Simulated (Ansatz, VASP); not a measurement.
This is a calculation of ScTaN for VASP 6.6.1.

Contents of INCAR:

```
SYSTEM = ScTaN
ALGO = Normal
EDIFF = 1E-7
ENCUT = 520
GGA = PS
ISIF = 2
ISMEAR = -1
KPAR = 2
LASPH = .True.
LCHARG = .False.
LREAL = .False.
LWAVE = .False.
NBANDS = 36
NELM = 60
PREC = Accurate
SIGMA = 0.05
```

KPOINTS

```
k-points
0
Gamma
  10 10 3
  0 0 0
```

The input POSCAR:

```
ScTaN
1.0
    3.0850655424      0.0000000000      0.0000000000
   -1.5425327712      2.6717451321      0.0000000000
    0.0000000000      0.0000000000     10.3401360000
Ta Sc N
2 2 2
Direct
    0.3333333333      0.6666666667      0.2456310000
    0.6666666667      0.3333333333      0.7543690000
    0.0000000000      0.0000000000      0.0000000000
    0.0000000000      0.0000000000      0.5000000000
    0.3333333333      0.6666666667      0.6298410000
    0.6666666667      0.3333333333      0.3701590000
```

Potentials or basis: VASP PAW PBE potentials, release 64 (Ta_pv, Sc_sv, N).

Launch:

```bash
$ cat potpaw_PBE.64/Ta_pv/POTCAR potpaw_PBE.64/Sc_sv/POTCAR potpaw_PBE.64/N/POTCAR > POTCAR
$ mpirun -np 2 vasp_std > vasp.out
```

Q: Translate it to Ansatz 0.2.0. Potentials there: Ansatz PAW.

A: As run (the cutoff follows the program's own potentials):

The input input.yaml:

```yaml
crystal:
  lattice:
    - [3.0850655424, 0.0, 0.0]
    - [-1.5425327712, 2.6717451321, 0.0]
    - [0.0, 0.0, 10.340136]
  atoms:
    - { symbol: Ta, position: [0.3333333333, 0.6666666667, 0.245631] }
    - { symbol: Ta, position: [0.6666666667, 0.3333333333, 0.754369] }
    - { symbol: Sc, position: [0.0, 0.0, 0.0] }
    - { symbol: Sc, position: [0.0, 0.0, 0.5] }
    - { symbol: "N", position: [0.3333333333, 0.6666666667, 0.629841] }
    - { symbol: "N", position: [0.6666666667, 0.3333333333, 0.370159] }
hamiltonian:
  xc: pbesol
  pseudopotentials: { kind: paw }
kpoints:
  mp_grid: { grid: [10, 10, 3] }
scf:
  occupations: { method: fermi_dirac, width: 0.05 }
output:
  forces: true
  stress: true
  eigenvalues: true
```

Potentials or basis: Ansatz PAW.

Launch:

```console
$ ansatz run input.yaml --threads 1 --pin off --max-ram 3584MiB --backend cpu --events-out ev --progress --plain --runs-dir out
```

Both were run:

|  | VASP | Ansatz | Ansatz less VASP |
| --- | --- | --- | --- |
| gap on the k mesh at the Fermi level (eV) | none | none | - |
| pressure (GPa) | -6.2 | -6.6 | -0.46 |
| largest component of the traceless stress (GPa) | 0.32 | 0.34 | +0.023 |
| rms of the force components (eV/Å) | 0.107 | 0.116 | +0.0091 |

Atom by atom the forces differ by 0.014 eV/Å (rms over components). A gap of «none» marks a metal or a gap that the smearing closes. The two sets of potentials don't hold the same shells in valence.

Caveats: the PAW data sets were made with another functional, which shifts forces and pressure a little (VASP); the PAW data sets come from PBE, with cores solved anew for the run's functional, which leaves a small shift of forces and pressure (Ansatz). The runs have no spin-orbit coupling, so splittings on Ta are missing.
